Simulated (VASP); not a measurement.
# RbHg6 (Fm-3m) in VASP: a series of runs

One crystal, RbHg6, is run at these levels: PBE; tasks: single point.

Everything below comes from runs of VASP 6.6.1. Logs are shortened: lines on timing, memory, paths and dates and some standing lists are left out, and cuts for length are marked.

## 1. The structure

It takes space group Fm-3m (No. 225, cubic). Conventional cell: a = 10.176 Å, b = 10.176 Å, c = 10.176 Å, α = 90.00°, β = 90.00°, γ = 90.00°. Rb (site symmetry m-3m) is surrounded by 12 Hg at 3.60 Å. Hg (site symmetry mmm) has 8 Hg at 3.60 Å and 2 Rb at 3.60 Å as nearest neighbours.

The cell was built by a generator and needn't be a form met in nature.

## 2. Single point, PBE (species swapped into the Zn6Mo type (Fm-3m, No. 225))

Input file INCAR:

```
SYSTEM = RbHg6
ALGO = Fast
EDIFF = 1E-7
ENCUT = 520
GGA = PE
ISIF = 2
ISMEAR = 0
LASPH = .True.
LCHARG = .False.
LREAL = .False.
LWAVE = .False.
NBANDS = 50
NELM = 60
PREC = Accurate
SIGMA = 0.1
```

Input file KPOINTS:

```
k-points
0
Gamma
  6 6 6
  0 0 0
```

Input file POSCAR:

```
RbHg6
1.0
    0.0000000000      5.0880842225      5.0880842225
    5.0880842225      0.0000000000      5.0880842225
    5.0880842225      5.0880842225      0.0000000000
Rb Hg
1 6
Direct
    0.0000000000      0.0000000000      0.0000000000
    0.5000000000      0.5000000000      0.0000000000
    0.5000000000      0.0000000000      0.5000000000
    0.0000000000      0.0000000000      0.5000000000
    0.0000000000      0.5000000000      0.0000000000
    0.0000000000      0.5000000000      0.5000000000
    0.5000000000      0.0000000000      0.0000000000
```

Potentials or basis: VASP PAW PBE potentials, release 64 (Rb_sv, Hg).

Run with:

```bash
$ cat potpaw_PBE.64/Rb_sv/POTCAR potpaw_PBE.64/Hg/POTCAR > POTCAR
$ mpirun -np 1 vasp_std > vasp.out
```

OUTCAR:

```text
SYSTEM = RbHg6
   EDIFF = 1E-7
   ENCUT = 520
   GGA = PE
   ISIF = 2
   ISMEAR = 0
   LASPH = .True.
   LREAL = .False.
   NELM = 60
   PREC = Accurate

 ion  position               nearest neighbor table
   1  0.000  0.000  0.000-   4 3.60   5 3.60   7 3.60   3 3.60   4 3.60   6 3.60   2 3.60   5 3.60
                             6 3.60   2 3.60   3 3.60   7 3.60
   2  0.500  0.500  0.000-   5 3.60   7 3.60   3 3.60   6 3.60   1 3.60   3 3.60   7 3.60   1 3.60
                             5 3.60   6 3.60
   3  0.500  0.000  0.500-   4 3.60   7 3.60   1 3.60   2 3.60   7 3.60   2 3.60   6 3.60   1 3.60
                             4 3.60   6 3.60
   4  0.000  0.000  0.500-   1 3.60   3 3.60   6 3.60   1 3.60   5 3.60   7 3.60   5 3.60   6 3.60
                             3 3.60   7 3.60
   5  0.000  0.500  0.000-   1 3.60   2 3.60   6 3.60   4 3.60   6 3.60   1 3.60   4 3.60   7 3.60
                             2 3.60   7 3.60
   6  0.000  0.500  0.500-   4 3.60   5 3.60   1 3.60   2 3.60   5 3.60   1 3.60   3 3.60   4 3.60
                             2 3.60   3 3.60
   7  0.500  0.000  0.000-   1 3.60   2 3.60   3 3.60   3 3.60   4 3.60   2 3.60   5 3.60   1 3.60
                             4 3.60   5 3.60

  LATTYP: Found a face centered cubic cell.
 ALAT       =    10.1761684450

  Lattice vectors:

 A1 = (   0.0000000000,   5.0880842225,   5.0880842225)
 A2 = (   5.0880842225,   0.0000000000,   5.0880842225)
 A3 = (   5.0880842225,   5.0880842225,   0.0000000000)

Analysis of symmetry for initial positions (statically):
=====================================================================
 Subroutine PRICEL returns:
 Original cell was already a primitive cell.

 Routine SETGRP: Setting up the symmetry group for a
 face centered cubic supercell.

 Subroutine GETGRP returns: Found 48 space group operations
 (whereof 48 operations were pure point group operations)
 out of a pool of 48 trial point group operations.

The static configuration has the point symmetry O_h .

Analysis of symmetry for dynamics (positions and initial velocities):
=====================================================================
 Subroutine PRICEL returns:
 Original cell was already a primitive cell.

 Routine SETGRP: Setting up the symmetry group for a
 face centered cubic supercell.

 Subroutine GETGRP returns: Found 48 space group operations
 (whereof 48 operations were pure point group operations)
 out of a pool of 48 trial point group operations.

The dynamic configuration has the point symmetry O_h .

 Subroutine INISYM returns: Found 48 space group operations
 (whereof 48 operations are pure point group operations),
 and found     1 'primitive' translations

----------------------------------------------------------------------------------------

                                     Primitive cell

  volume of cell :     263.4468

  direct lattice vectors                    reciprocal lattice vectors
     0.000000000  5.088084223  5.088084223    -0.098268814  0.098268814  0.098268814
     5.088084223  0.000000000  5.088084223     0.098268814 -0.098268814  0.098268814
     5.088084223  5.088084223  0.000000000     0.098268814  0.098268814 -0.098268814

  length of vectors
     7.195637714  7.195637714  7.195637714     0.170206578  0.170206578  0.170206578

  position of ions in fractional coordinates (direct lattice)
     0.000000000  0.000000000  0.000000000
     0.500000000  0.500000000  0.000000000
     0.500000000  0.000000000  0.500000000
     0.000000000  0.000000000  0.500000000
     0.000000000  0.500000000  0.000000000
     0.000000000  0.500000000  0.500000000
     0.500000000  0.000000000  0.000000000

  ion indices of the primitive-cell ions
   primitive index   ion index
                 1           1
                 2           2
                 3           3
                 4           4
                 5           5
                 6           6
                 7           7

----------------------------------------------------------------------------------------

 KPOINTS: k-points

Automatic generation of k-mesh.
 Grid dimensions read from file:
 generate k-points for:    6    6    6

 Generating k-lattice:

  Cartesian coordinates                     Fractional coordinates (reciprocal lattice)
    -0.016378136  0.016378136  0.016378136     0.166666667  0.000000000  0.000000000
     0.016378136 -0.016378136  0.016378136     0.000000000  0.166666667  0.000000000
     0.016378136  0.016378136 -0.016378136     0.000000000  0.000000000  0.166666667

  Length of vectors
     0.028367763  0.028367763  0.028367763

  Shift w.r.t. Gamma in fractional coordinates (k-lattice)
     0.000000000  0.000000000  0.000000000

 Subroutine IBZKPT returns following result:
 ===========================================

 Found     16 irreducible k-points:

 Following reciprocal coordinates:
            Coordinates               Weight
  0.000000  0.000000  0.000000      1.000000
  0.166667  0.000000  0.000000      8.000000
  0.333333  0.000000  0.000000      8.000000
  0.500000  0.000000  0.000000      4.000000
  0.166667  0.166667  0.000000      6.000000
  0.333333  0.166667  0.000000     24.000000
[... 8 lines left out ...]
 -0.333333  0.333333  0.166667     24.000000
 -0.333333  0.500000  0.166667     12.000000
   k-points           NKPTS =     16   k-points in BZ     NKDIM =     16   number of bands    NBANDS=     50
   number of dos      NEDOS =    301   number of ions     NIONS =      7
   total plane-waves  NPLWV = 157464
   dimension x,y,z NGX =    54 NGY =   54 NGZ =   54
   dimension x,y,z NGXF=   108 NGYF=  108 NGZF=  108
   ions per type =               1   6
   NGX,Y,Z   is equivalent  to a cutoff of  12.48, 12.48, 12.48 a.u.
   NGXF,Y,Z  is equivalent  to a cutoff of  24.95, 24.95, 24.95 a.u.
 SYSTEM =  RbHg6
   PREC   = accura    normal or accurate (medium, high low for compatibility)
   ISTART =      0    job   : 0-new  1-cont  2-samecut
   ICHARG =      2    charge: 1-file 2-atom 10-const
   ISPIN  =      1    spin polarized calculation?
   LNONCOLLINEAR =      F non collinear calculations
   LSORBIT =      F    spin-orbit coupling
   LASPH  =      T    aspherical Exc in radial PAW
   ENCUT  =  520.0 eV  38.22 Ry    6.18 a.u.  13.38 13.38 13.38*2*pi/ulx,y,z
   NELM   =     60;   NELMIN=  2; NELMDL= -5     # of ELM steps
   EDIFF  = 0.1E-06   stopping-criterion for ELM
   LREAL  =      F    real-space projection
   EDIFFG = 0.1E-05   stopping-criterion for IOM
   NSW    =      0    number of steps for IOM
   IBRION =     -1    ionic relax: 0-MD 1-quasi-New 2-CG
   NFREE  =      0    steps in history (QN), initial steepest desc. (CG)
   ISIF   =      2    stress and relaxation
   ISYM   =      2    0-nonsym 1-usesym 2-fastsym
   POTIM  = 0.5000    time-step for ionic-motion
   TEBEG  =    0.0;   TEEND  =   0.0 temperature during run
   PSTRESS=    0.0 pullay stress
   NELECT =      81.0000    total number of electrons
   NUPDOWN=      -1.0000    fix difference up-down
   EMIN   =  10.00;   EMAX   =-10.00  energy-range for DOS
   EFERMI =   0.00;   METHOD = LEGACY
   ISMEAR =     0;   SIGMA  =   0.10  broadening in eV -4-tet -1-fermi 0-gaus
   EFERMI_NEDOS =   21; number of points for ismear=-14 and -15
   IALGO  =     68    algorithm
   IMIX   =      4    mixing-type and parameters
     AMIX     =   0.40;   BMIX     =  1.00
     AMIX_MAG =   1.60;   BMIX_MAG =  1.00
  volume/ion in A,a.u.               =      37.64       253.98
  Fermi-wavevector in a.u.,A,eV,Ry     =   1.104940  2.088035 16.611264  1.220893
  Thomas-Fermi vector in A             =   2.241420
   LORBIT       =      0    0 simple, 1 ext, 2 COOP (PROOUT), +10 PAW based schemes
   GGA     = PE    functional components
   LHFCALC =     F    Hartree Fock is set to
   AEXX    =    0.0000 exact exchange contribution
   IVDW    =     0    specifies the selected vdW correction
   LEPSILON=     F    determine dielectric tensor
   LRPA    =     F    only Hartree local field effects (RPA)
 non-spin polarized calculation
 RMM-DIIS sequential band-by-band and
 Gauss-broadening in eV      SIGMA  =   0.10
  energy-cutoff  :      520.00
  volume of cell :      263.45
 maximum number of plane-waves:      7150
 NGX is ok and might be reduce to    54
   NGX = 27   NGY = 27   NGZ = 27

 number of electron      81.0000005 magnetization

 Free energy of the ion-electron system (eV)
  ---------------------------------------------------
  ext. energy  EPLUGINS =         0.00000000
  ---------------------------------------------------
  free energy    TOTEN  =        -2.66707429 eV

  energy without entropy =       -2.64658841  energy(sigma->0) =       -2.65683135

 E-fermi :   0.9144     XC(G=0):  -8.2645

 val. band max:        0.9030967957   @ k =   0.1667   0.1667   0.0000
 cond. band min:       0.9488326058   @ k =   0.5000   0.0000   0.0000
 fundamental gap:      0.0457358101
 Fermi energy:         0.9143987790

 k-point     1 :       0.0000    0.0000    0.0000
  band No.  band energies     occupation
      1     -27.0501      2.00000
      2     -11.2292      2.00000
      3     -11.2292      2.00000
      4     -11.2292      2.00000
      5      -6.3805      2.00000
      6      -6.3423      2.00000
[... 42 lines left out ...]
     49       6.1978      0.00000
     50       6.2085      0.00000

 k-point     2 :       0.1667    0.0000    0.0000
  band No.  band energies     occupation
      1     -27.0500      2.00000
      2     -11.2411      2.00000
      3     -11.2324      2.00000
      4     -11.2324      2.00000
      5      -6.3465      2.00000
      6      -6.3152      2.00000
[... 42 lines left out ...]
     49       5.1827      0.00000
     50       5.8977      0.00000

 k-point     3 :       0.3333    0.0000    0.0000
  band No.  band energies     occupation
      1     -27.0499      2.00000
      2     -11.2644      2.00000
      3     -11.2387      2.00000
      4     -11.2387      2.00000
      5      -6.3145      2.00000
      6      -6.2470      2.00000
[... 42 lines left out ...]
     49       4.1176      0.00000
     50       5.7903      0.00000

 k-point     4 :       0.5000    0.0000    0.0000
  band No.  band energies     occupation
      1     -27.0498      2.00000
      2     -11.2759      2.00000
      3     -11.2419      2.00000
      4     -11.2419      2.00000
      5      -6.2985      2.00000
      6      -6.2419      2.00000
[... 575 lines left out ...]
 k-point    15 :      -0.3333    0.3333    0.1667
  band No.  band energies     occupation
      1     -27.0497      2.00000
      2     -11.2690      2.00000
      3     -11.2593      2.00000
      4     -11.2494      2.00000
      5      -6.2231      2.00000
      6      -6.1618      2.00000
[... 42 lines left out ...]
     49       4.9332      0.00000
     50       4.9628      0.00000

 k-point    16 :      -0.3333    0.5000    0.1667
  band No.  band energies     occupation
      1     -27.0497      2.00000
      2     -11.2707      2.00000
      3     -11.2593      2.00000
      4     -11.2536      2.00000
      5      -6.2213      2.00000
      6      -6.1177      2.00000
[... 42 lines left out ...]
     49       4.3083      0.00000
     50       4.4566      0.00000

------------------------ aborting loop because EDIFF is reached ----------------------------------------

  FORCE on cell =-STRESS in cart. coord.  units (eV):
  Direction    XX          YY          ZZ          XY          YZ          ZX
  --------------------------------------------------------------------------------------
  -------------------------------------------------------------------------------------
  Total        0.0845017      0.0845017      0.0845017      0.0000000      0.0000000     -0.0000000
  in kB        0.5139051      0.5139051      0.5139051      0.0000000      0.0000000     -0.0000000
  external PRESSURE =       0.5139051 kB  Pullay stress =       0.0000000 kB

 VOLUME and BASIS-vectors are now :
 -----------------------------------------------------------------------------
  energy-cutoff  :      520.00
  volume of cell :      263.45
      direct lattice vectors                 reciprocal lattice vectors
     0.000000000  5.088084223  5.088084223    -0.098268814  0.098268814  0.098268814
     5.088084223  0.000000000  5.088084223     0.098268814 -0.098268814  0.098268814
     5.088084223  5.088084223  0.000000000     0.098268814  0.098268814 -0.098268814

 POSITION                                       TOTAL-FORCE (eV/Angst)
 -----------------------------------------------------------------------------------
      0.00000      0.00000      0.00000        -0.000000     -0.000000     -0.000000
      2.54404      2.54404      5.08808        -0.000000     -0.000000      0.000000
      2.54404      5.08808      2.54404        -0.000000      0.000000     -0.000000
      2.54404      2.54404      0.00000        -0.000000      0.000000      0.000000
      2.54404      0.00000      2.54404        -0.000000     -0.000000     -0.000000
      5.08808      2.54404      2.54404         0.000000     -0.000000     -0.000000
      0.00000      2.54404      2.54404         0.000000     -0.000000      0.000000
 -----------------------------------------------------------------------------------
    total drift:                                0.000000      0.000000     -0.000000

  FREE ENERGIE OF THE ION-ELECTRON SYSTEM (eV)
  ---------------------------------------------------
  free  energy   TOTEN  =        -2.6670742860 eV

  energy  without entropy=       -2.6465884140  energy(sigma->0) =       -2.65683135
```

It took 4.3 min on 1 thread of Intel Xeon 6975P-C (Granite Rapids), shared host; peak memory 0.49 GiB.

Results:

| Quantity | Value |
| --- | --- |
| Free energy | -2.6671 eV |
| Pressure | 0.1 GPa |
| Band gap on the k mesh | none (metal or under the smearing width) |

## 3. Single point, PBE

Input file INCAR:

```
SYSTEM = RbHg6
  ALGO = Fast
  EDIFF = 1E-6
  ENCUT = 520
  GGA = PE
  ISIF = 2
  ISMEAR = 0
  LASPH = .TRUE.
  LCHARG = .FALSE.
  LREAL = .FALSE.
  LWAVE = .FALSE.
  NBANDS = 50
  NELM = 60
  PREC = Accurate
  SIGMA = 0.1
```

Input file KPOINTS:

```
k-points
0
G
  6 6 6
  0 0 0
```

POSCAR is that of step 2.

Potentials or basis: VASP PAW PBE potentials, release 64 (Rb_sv, Hg).

Run with:

```bash
$ cat potpaw_PBE.64/Rb_sv/POTCAR potpaw_PBE.64/Hg/POTCAR > POTCAR
$ mpirun -np 1 vasp_std > vasp.out
```

It took 3.4 min on 1 thread of Intel Xeon 6975P-C (Granite Rapids), shared host; peak memory 0.47 GiB.

It converged, with:

| Quantity | Value |
| --- | --- |
| Free energy | -2.6671 eV |
| Pressure | 0.1 GPa |
| Band gap on the k mesh | none (metal or under the smearing width) |

Levels at points of the mesh, in eV from the Fermi level:
```tsv
k point	band 39	band 40	band 41	band 42	band 43	band 44
(0.00, 0.00, 0.00)	-1.66	-1.66	-1.04	0.21	0.21	0.21
(0.50, 0.00, 0.00)	-2.81	-2.81	-0.44	0.03	1.60	1.60
(0.50, 0.50, 0.00)	-3.67	-1.46	-0.55	1.42	1.42	2.55
```
